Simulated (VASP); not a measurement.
Method: PBEsol GGA, VASP's PBE PAW potentials (set 64) (plane waves; VASP).

The input files of a VASP run:

### INCAR
```
SYSTEM = InP
PREC = Accurate; ENCUT = 530; LREAL = F
LASPH = T
EDIFF = 1E-7; NELM = 100; ALGO = Normal
LMAXMIX = 4
ISMEAR = 0; SIGMA = 0.05
GGA = PS
IBRION = 6; NSW = 1; ISIF = 3
POTIM = 0.015; NFREE = 2
LWAVE = F; LCHARG = F
```

KPOINTS:
```
Automatic mesh
0
Gamma
7 7 7
0 0 0
```

POSCAR:
```
InP
1
    0.0000000000     2.9387746877     2.9387746877
    2.9387746877     0.0000000000     2.9387746877
    2.9387746877     2.9387746877     0.0000000000
In P
1 1
Direct
  0.0000000000   0.0000000000   0.0000000000
  0.2500000000   0.2500000000   0.2500000000
```

POTCAR, in this order: In_d P (PBE.64 set). Program: vasp_std.

Output of the run:

OUTCAR:
```


 TOTAL ELASTIC MODULI (kBar)
 Direction    XX          YY          ZZ          XY          YZ          ZX
 --------------------------------------------------------------------------------
 XX         953.6467    532.7727    532.7727      0.0000      0.0000      0.0000
 YY         532.7727    953.6467    532.7727      0.0000      0.0000     -0.0000
 ZZ         532.7727    532.7727    953.6467      0.0000      0.0000      0.0000
 XY           0.0000      0.0000      0.0000    432.2164      0.0000      0.0000
 YZ           0.0000      0.0000      0.0000      0.0000    432.2164      0.0000
 ZX           0.0000     -0.0000      0.0000      0.0000      0.0000    432.2164
 --------------------------------------------------------------------------------
```
(Selected blocks of OUTCAR.)

The compound is InP in the zinc blende structure. It was relaxed first.
